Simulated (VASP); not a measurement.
Given:

```xyz
2
Lattice="0.0000 2.3640 2.3640 2.3640 0.0000 2.3640 2.3640 2.3640 0.0000" Properties=species:S:1:pos:R:3 pbc="T T T"
Ca     0.0000     0.0000     0.0000
O      2.3640     2.3640     2.3640
```

Method: revTPSS meta-GGA, VASP's PBE PAW potentials (set 64) (plane waves; VASP). Settings: 520 eV cut-off, 9×9×9 Γ-centred mesh, Gaussian smearing of 0.050 eV, potentials Ca_sv O.

### Question
Predict the energy per atom (σ→0), pressure.

### Answer

```json
{
 "energy per atom (σ→0)": "-7.369 eV/atom",
 "pressure": "7.92 GPa"
}
```

Total energies compare only between runs with the same potentials, cut-off and functional.

The compound is CaO in the rock salt structure. This cell is one point of a volume scan, at 0.94 of the reference volume.
